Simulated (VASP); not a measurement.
Calculation: PBE GGA, VASP's PBE PAW potentials (set 64) (plane waves; VASP).

The input files of a VASP run:

**INCAR**
```
# general
SYSTEM =Al3Sc
PREC   =Accurate
ENCUT  =300
LREAL  =.FALSE.
LASPH  =.TRUE.

# electronic loop
EDIFF  =1E-6
NELM   =100
ALGO   =Normal
LMAXMIX=4

# smearing
ISMEAR =0
SIGMA  =0.272

# functional
GGA    =PE

# ions
ISIF   =2

# output
LWAVE  =.FALSE.
LCHARG =.FALSE.
```

### POSCAR
```
Al3Sc
1
    4.0782700000     0.0000000000     0.0000000000
    0.0000000000     4.0782700000     0.0000000000
    0.0000000000     0.0000000000     4.0782700000
Sc Al
1 3
Direct
  0.0000000000   0.0000000000   0.0000000000
  0.0000000000   0.5000000000   0.5000000000
  0.5000000000   0.0000000000   0.5000000000
  0.5000000000   0.5000000000   0.0000000000
```

**KPOINTS**
```
Automatic mesh
0
Gamma
4 4 4
0 0 0
```

POTCAR, in this order: Sc_sv Al (PBE.64 set). Program: vasp_std.

The run wrote:

File OSZICAR:
```
       N       E                     dE             d eps       ncg     rms          rms(c)
DAV:   1     0.723440623369E+02    0.72344E+02   -0.65174E+03   288   0.852E+02
DAV:   2    -0.149845543937E+02   -0.87329E+02   -0.85979E+02   306   0.303E+02
DAV:   3    -0.201167915514E+02   -0.51322E+01   -0.48436E+01   426   0.501E+01
DAV:   4    -0.202172893821E+02   -0.10050E+00   -0.99718E-01   360   0.841E+00
DAV:   5    -0.202196178387E+02   -0.23285E-02   -0.23265E-02   418   0.124E+00    0.887E+00
DAV:   6    -0.192836319439E+02    0.93599E+00   -0.47942E+00   430   0.249E+01    0.319E+00
DAV:   7    -0.192365757474E+02    0.47056E-01   -0.11711E-01   406   0.279E+00    0.188E+00
DAV:   8    -0.192126689717E+02    0.23907E-01   -0.41134E-02   412   0.183E+00    0.251E-01
DAV:   9    -0.192124641168E+02    0.20485E-03   -0.55629E-03   424   0.952E-01    0.153E-01
DAV:  10    -0.192122688085E+02    0.19531E-03   -0.62396E-04   450   0.290E-01    0.792E-02
DAV:  11    -0.192122846712E+02   -0.15863E-04   -0.61979E-05   434   0.552E-02    0.610E-02
DAV:  12    -0.192122468398E+02    0.37831E-04   -0.28867E-04   428   0.195E-01    0.463E-03
DAV:  13    -0.192122465116E+02    0.32821E-06   -0.55779E-06   384   0.249E-02
   1 F= -.19212247E+02 E0= -.19160317E+02  d E =-.103858E+00
```

File OUTCAR:
```
------------------------ aborting loop because EDIFF is reached ----------------------------------------
  FORCE on cell =-STRESS in cart. coord.  units (eV):
  Direction    XX          YY          ZZ          XY          YZ          ZX
  --------------------------------------------------------------------------------------
  Total        0.8238207      0.8238207      0.8238207      0.0000000     -0.0000000      0.0000000
  in kB       19.4587697     19.4587697     19.4587697      0.0000000     -0.0000000      0.0000000
  external PRESSURE =      19.4587697 kB  Pullay stress =       0.0000000 kB
  volume of cell :       67.83
      direct lattice vectors                 reciprocal lattice vectors
     4.078270000  0.000000000  0.000000000     0.245202010  0.000000000  0.000000000
     0.000000000  4.078270000  0.000000000     0.000000000  0.245202010  0.000000000
     0.000000000  0.000000000  4.078270000     0.000000000  0.000000000  0.245202010
 POSITION                                       TOTAL-FORCE (eV/Angst)
 -----------------------------------------------------------------------------------
      0.00000      0.00000      0.00000         0.000000      0.000000      0.000000
      0.00000      2.03913      2.03913         0.000000      0.000000      0.000000
      2.03913      0.00000      2.03913         0.000000      0.000000      0.000000
      2.03913      2.03913      0.00000         0.000000      0.000000      0.000000
 -----------------------------------------------------------------------------------
    total drift:                               -0.000000      0.000000      0.000000
  FREE ENERGIE OF THE ION-ELECTRON SYSTEM (eV)
  ---------------------------------------------------
  free  energy   TOTEN  =       -19.2122465116 eV

  energy  without entropy=      -19.1083881516  energy(sigma->0) =      -19.16031733
```
(Selected blocks of OUTCAR.)

At this cut-off the stress carries a Pulay error, which pulls relaxed volumes low.

The structure is a typed Al3Sc crystal (Pm-3m). The cell was not relaxed at this level. The k-mesh is coarse (spacing up to 0.39 per Å, 2π included), so the numbers may not be converged in it. The run is one of a series of settings (KPOINTS 4×4×4 Γ-centred mesh against the base run), some of them coarse on purpose.
